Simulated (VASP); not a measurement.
Data:

```yaml
crystal:
  lattice:
    - [1.49928, -2.59684, 0.00000]
    - [1.49928, 2.59684, 0.00000]
    - [0.00000, 0.00000, 5.53596]
  atoms:
    - { symbol: Cd, position: [0.33333, 0.66667, 0.25000] }
    - { symbol: Cd, position: [0.66667, 0.33333, 0.75000] }
```

Calculation: PBE GGA with D4 dispersion, VASP's PBE PAW potentials (set 64) (plane waves; VASP). Numerical set-up: 520 eV cut-off, Gaussian smearing of 0.050 eV, potentials Cd.

**Question.** Give the energies of bands 11 to 15 at the high-symmetry points, in eV from the Fermi level.

**Answer.** 
| band | Γ | M | K | A | L | H |
|---|---|---|---|---|---|---|
| 11 | -8.49 | -2.41 | -0.11 | -7.36 | -1.57 | 0.94 |
| 12 | -2.98 | -1.95 | -0.11 | -7.36 | -1.57 | 0.94 |
| 13 | -2.80 | 2.10 | 0.30 | 4.06 | 0.01 | 1.45 |
| 14 | 11.13 | 3.03 | 4.43 | 4.06 | 0.01 | 1.45 |
| 15 | 14.28 | 3.27 | 4.96 | 14.60 | 8.33 | 1.80 |

It has no gap at this level: it comes out as a metal or semimetal.

The compound is Cd in the hcp structure. It was relaxed first.
